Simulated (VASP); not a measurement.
Calculation: PBE GGA with D3 dispersion (zero damping), VASP's PBE PAW potentials (set 64) (plane waves; VASP 6.6.1).

The input files of a VASP run:

**INCAR**
```
# general
SYSTEM = AlN
PREC   = Accurate
ENCUT  = 520
LREAL  = .False.
LASPH  = .True.

# electronic loop
EDIFF  = 1E-7
NELM   = 100
ALGO   = Normal

# smearing
ISMEAR = 0
SIGMA  = 0.05

# functional
GGA    = PE
IVDW   = 11

# ions
ISIF   = 2

# output
LWAVE  = .False.
LCHARG = .False.
```

### KPOINTS
```
Automatic mesh
0
Gamma
10 10 10
0 0 0
```

### POSCAR
```
AlN
1
    0.0000000000     2.1678772754     2.1678772754
    2.1678772754     0.0000000000     2.1678772754
    2.1678772754     2.1678772754     0.0000000000
Al N
1 1
Direct
  0.0000000000   0.0000000000   0.0000000000
  0.2500000000   0.2500000000   0.2500000000
```

POTCAR, in this order: Al N (PBE.64 set). Program: vasp_std.

Output

File OUTCAR:
```
 ion  position               nearest neighbor table
   1  0.000  0.000  0.000-   2 1.88   2 1.88   2 1.88   2 1.88
   2  0.250  0.250  0.250-   1 1.88   1 1.88   1 1.88   1 1.88
  LATTYP: Found a face centered cubic cell.
 ALAT       =     4.3357545508
 Subroutine PRICEL returns:
 Original cell was already a primitive cell.
 Subroutine GETGRP returns: Found 24 space group operations
The static configuration has the point symmetry T_d .
The dynamic configuration has the point symmetry T_d .
 Subroutine INISYM returns: Found 24 space group operations
 Subroutine IBZKPT returns following result:
 Found     47 irreducible k-points:

 Following reciprocal coordinates:
            Coordinates               Weight
  0.000000  0.000000  0.000000      1.000000
  0.100000  0.000000  0.000000      8.000000
  0.200000  0.000000  0.000000      8.000000
  0.300000  0.000000  0.000000      8.000000
  0.400000  0.000000  0.000000      8.000000
  0.500000  0.000000  0.000000      4.000000
  0.100000  0.100000  0.000000      6.000000
  0.200000  0.100000  0.000000     24.000000
  0.300000  0.100000  0.000000     24.000000
  0.400000  0.100000  0.000000     24.000000
  0.500000  0.100000  0.000000     24.000000
 -0.400000  0.100000  0.000000     24.000000
 -0.300000  0.100000  0.000000     24.000000
 -0.200000  0.100000  0.000000     24.000000
 -0.100000  0.100000  0.000000     12.000000
  0.200000  0.200000  0.000000      6.000000
  0.300000  0.200000  0.000000     24.000000
  0.400000  0.200000  0.000000     24.000000
  0.500000  0.200000  0.000000     24.000000
 -0.400000  0.200000  0.000000     24.000000
 -0.300000  0.200000  0.000000     24.000000
 -0.200000  0.200000  0.000000     12.000000
  0.300000  0.300000  0.000000      6.000000
  0.400000  0.300000  0.000000     24.000000
...
```

File OSZICAR:
```
       N       E                     dE             d eps       ncg     rms          rms(c)
DAV:   1     0.112038640175E+02    0.11204E+02   -0.41713E+03   792   0.841E+02
DAV:   2    -0.167332920338E+02   -0.27937E+02   -0.26968E+02  1000   0.146E+02
DAV:   3    -0.172424450197E+02   -0.50915E+00   -0.50915E+00   856   0.258E+01
DAV:   4    -0.172442660774E+02   -0.18211E-02   -0.18211E-02  1136   0.144E+00
DAV:   5    -0.172442691848E+02   -0.31074E-05   -0.31074E-05   856   0.453E-02    0.873E+00
DAV:   6    -0.148379443517E+02    0.24063E+01   -0.13431E+01   808   0.239E+01    0.295E+00
DAV:   7    -0.148262200674E+02    0.11724E-01   -0.11763E-01   824   0.347E+00    0.203E+00
DAV:   8    -0.148203341301E+02    0.58859E-02   -0.17974E-02   816   0.185E+00    0.405E-01
DAV:   9    -0.148200525650E+02    0.28157E-03   -0.77675E-04  1048   0.222E-01    0.207E-01
DAV:  10    -0.148201543965E+02   -0.10183E-03   -0.23721E-04   824   0.135E-01    0.285E-02
DAV:  11    -0.148201538414E+02    0.55513E-06   -0.51013E-06  1016   0.184E-02    0.134E-02
DAV:  12    -0.148201540774E+02   -0.23596E-06   -0.87395E-07   792   0.927E-03    0.108E-03
DAV:  13    -0.148201540826E+02   -0.52116E-08   -0.91239E-09   528   0.104E-03
   1 F= -.15157244E+02 E0= -.15157244E+02  d E =-.169021E-13
```

### OUTCAR
```
------------------------ aborting loop because EDIFF is reached ----------------------------------------
 Edisp (eV)   -0.33709
  FORCE on cell =-STRESS in cart. coord.  units (eV):
  Direction    XX          YY          ZZ          XY          YZ          ZX
  --------------------------------------------------------------------------------------
  Total       0.84049     0.84049     0.84049    -0.00000     0.00000    -0.00000
  in kB      66.08588    66.08588    66.08588    -0.00000     0.00000    -0.00000
  external pressure =       66.09 kB  Pullay stress =        0.00 kB
  volume of cell :       20.38
      direct lattice vectors                 reciprocal lattice vectors
     0.000000000  2.167877275  2.167877275    -0.230640362  0.230640362  0.230640362
     2.167877275  0.000000000  2.167877275     0.230640362 -0.230640362  0.230640362
     2.167877275  2.167877275  0.000000000     0.230640362  0.230640362 -0.230640362
  FREE ENERGIE OF THE ION-ELECTRON SYSTEM (eV)
  ---------------------------------------------------
  free  energy   TOTEN  =       -15.1572440666 eV

  energy  without entropy=      -15.1572440666  energy(sigma->0) =      -15.15724407
```
(Selected blocks of OUTCAR.)

The compound is AlN in the zinc blende structure, a metastable form; wurtzite is the usual one. This cell is one point of a volume scan, at 0.97 of the reference volume.
